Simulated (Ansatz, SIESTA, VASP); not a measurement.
One structure in several programs: ScSi2Cu2 (P1, 5 atoms in the cell)

Self-consistent single point, at a second geometry (atoms moved at random). First geometry:

```
CELL_PARAMETERS angstrom
     -1.90284     1.90284     5.01380
      1.90284    -1.90284     5.01380
      1.90284     1.90284    -5.01380
ATOMIC_POSITIONS crystal
  Sc 0.00000 0.00000 0.00000
  Si 0.61353 0.61353 0.00000
  Si 0.38647 0.38647 0.00000
  Cu 0.25000 0.75000 0.50000
  Cu 0.75000 0.25000 0.50000
```

Second geometry:
```yaml
crystal:
  lattice:
    - [-1.90284, 1.90284, 5.01380]
    - [1.90284, -1.90284, 5.01380]
    - [1.90284, 1.90284, -5.01380]
  atoms:
    - { symbol: Sc, position: [0.99482, 0.99452, 0.99981] }
    - { symbol: Si, position: [0.60546, 0.60217, 0.97330] }
    - { symbol: Si, position: [0.38978, 0.38586, 0.00721] }
    - { symbol: Cu, position: [0.24026, 0.75016, 0.48851] }
    - { symbol: Cu, position: [0.76968, 0.26730, 0.53117] }
```

Shared settings, as Ansatz (a first-principles code) writes them: kpoints.mp_grid.grid = 9 9 9; scf.occupations.method = fermi_dirac; scf.occupations.width = 0.01 Ry. Potentials and cutoffs stand in the table.

```
code                                                                                                                       model  ΔF from the first geometry (meV/atom)  pressure (GPa)  largest force (eV/Å)       cutoff
------  ------------------------------------------------------------------------------------------------------------------------  -------------------------------------  --------------  --------------------  -----------
SIESTA  LDA PW92, numerical atomic orbitals DZP, PseudoDojo LDA standard norm-conserving potentials (rewritten from UPF to PSML)                                   17.0           -6.14                 1.047  grid 350 Ry
VASP                                                                                LDA (PZ), VASP's LDA PAW potentials (set 64)                                   15.8           -6.33                 0.973       300 eV
Ansatz                                                                                       LDA (PW92), PAW files made with PBE                                   15.1           -5.56                 0.936      30.9 Ry
```

Size of the force on each atom (eV/Å): Sizes of forces hide their directions.

```tsv
code	Sc1	Si2	Si3	Cu4	Cu5
SIESTA	0.232	1.047	0.719	0.245	0.888
VASP	0.212	0.973	0.652	0.220	0.840
Ansatz	0.210	0.936	0.602	0.216	0.830
```

On Ansatz's run: spin polarisation is off.

The spread over the programs that give each value: ΔF from the first geometry within 1.9 meV/atom; pressure within 0.77 GPa; largest force within 0.111 eV/Å.

SIESTA uses small atom-centred bases, whose incompleteness enters pressures, forces and empty levels differently from a plane-wave cutoff. Ansatz's pressure is given at a fixed set of plane waves, as the other plane-wave codes print theirs; with its correction for the finite basis it is -5.52 GPa. The same LDA comes in different parametrisations, which differ slightly. In the force vectors, SIESTA (by 0.111) lies more than 0.08 eV/Å from the median of the plane-wave programs.

VASP's run is marked for a possible Pulay error in its stress at this cutoff; no cutoff test was made.

The starting cell comes from a database of computed structures (which also holds hypothetical and non-ambient phases and stackings), without a prior relaxation at this level. Its lattice was rescaled by a random factor within 2.5 % of one. For this run, on top of that: atoms moved at random.

Keys are those of Ansatz 0.2.
